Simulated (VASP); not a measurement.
The system is AlC6.

```
Al C
1.0
     4.53288    0.00000    0.00000
     0.00000    4.53288    0.00000
     0.00000    0.00000    4.53288
Al C
1 6
Direct
  0.00000 0.00000 0.00000
  0.20168 0.50000 0.50000
  0.50000 0.50000 0.79832
  0.50000 0.50000 0.20168
  0.50000 0.20168 0.50000
  0.50000 0.79832 0.50000
  0.79832 0.50000 0.50000
```

The cell was built by a generator and needn't be a form met in nature.

The cell isn't the ideal one: species swapped into the CaB6 type (Pm-3m, No. 221).

| Item | Value |
| --- | --- |
| Program | VASP 6.6.1 |
| Task | relaxation of cell and atoms |
| Functional | PBE |
| Potentials or basis | VASP PAW PBE potentials, release 64 (Al, C) |
| Cutoff | 600 eV |
| k mesh | 4 × 4 × 4 |
| Occupations | gaussian, width 0.1 eV |
| Spin | no spin polarisation |

At the start: pressure -18.9 GPa; volume 13.31 Å³/atom.

Q: Where does the relaxation end?

A: Over 19 steps the energy falls by 787.5 meV/atom and the volume is 8.45 Å³/atom (-36.5 %); space group Pm-3m (No. 221, to 0.05 Å).

The path:
```csv
step,energy change (eV),largest force (eV/Å),pressure (GPa),volume (Å³)
1,0.0000,0.4727,-18.91,93.14
2,-2.6514,2.1528,-16.32,73.54
3,16.7506,6.0659,431.31,31.54
4,-2.4710,3.0641,-19.97,68.75
5,-2.8286,5.4517,60.17,47.75
6,-3.6576,5.4894,-8.41,59.40
7,-3.8129,5.6964,18.53,53.37
8,-3.8703,5.6680,9.14,55.13
9,-4.3197,4.2785,25.29,52.20
10,-4.3450,3.5146,32.37,51.21
11,-4.7335,2.5898,26.53,52.24
12,-5.3598,0.1329,14.31,55.41
13,-5.4116,1.0789,11.73,56.58
14,-5.4122,1.2363,11.36,56.77
15,-5.4899,0.4641,5.37,57.86
16,-5.5109,0.1667,0.40,58.86
17,-5.5109,0.1399,0.60,58.82
18,-5.5119,0.0875,0.40,58.93
19,-5.5125,0.0061,0.02,59.12
```

Final structure:
```xyz
7
Lattice="3.8956 0.0000 0.0000 0.0000 3.8956 0.0000 0.0000 0.0000 3.8956" Properties=species:S:1:pos:R:3 pbc="T T T"
Al    3.8956    3.8956    0.0000
C     0.6744    1.9478    1.9478
C     1.9478    1.9478    3.2212
C     1.9478    1.9478    0.6744
C     1.9478    0.6744    1.9478
C     1.9478    3.2212    1.9478
C     3.2212    1.9478    1.9478
```

Caveat: the volume moved by over 15 % at a fixed basis, so the end points are rough.
